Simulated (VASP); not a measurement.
# NaCaF₃ (cubic perovskite): one r²SCAN single-point calculation in two programs

```
Na Ca F
1.0
     4.38057    0.00000    0.00000
     0.00000    4.38057    0.00000
     0.00000    0.00000    4.38057
Na Ca F
1 1 3
Direct
  0.00000 0.00000 0.00000
  0.50000 0.50000 0.50000
  0.50000 0.50000 0.00000
  0.50000 0.00000 0.50000
  0.00000 0.50000 0.50000
```

The two codes use different PAW datasets and cutoffs. VASP's cell holds 38 valence electrons and Ansatz's 40. Ansatz's stress includes a Pulay correction; VASP's doesn't.

Cutoffs: 520 eV in VASP, 500 eV in Ansatz. k meshes: 6×6×6 and 6×6×6.

```json
{"": "gap between bands v and c", "VASP": "5.93 eV", "Ansatz": "5.93 eV"}
{"": "least direct gap", "VASP": "6.06 eV", "Ansatz": "6.07 eV"}
{"": "pressure", "VASP": "0.5 GPa", "Ansatz": "0.0 GPa"}
```

Band v is the last that the valence electrons fill when counted band by band, and c is the next. Levels in eV from the top of v, Ansatz:

| point | v−1 | v | c | c+1 |
| --- | --- | --- | --- | --- |
| Γ | -0.14 | -0.14 | 5.93 | 10.30 |
| X | -0.19 | -0.19 | 8.07 | 8.87 |
| M | -0.37 | -0.01 | 9.16 | 10.37 |
| R | 0.00 | 0.00 | 9.56 | 10.84 |

VASP:

```
point    v−1      v     c    c+1
    Γ  -0.14  -0.14  5.93  10.30
    X  -0.19  -0.19  8.08   8.86
    M  -0.36  -0.01  9.17  10.35
    R   0.00   0.00  9.57  10.85
```
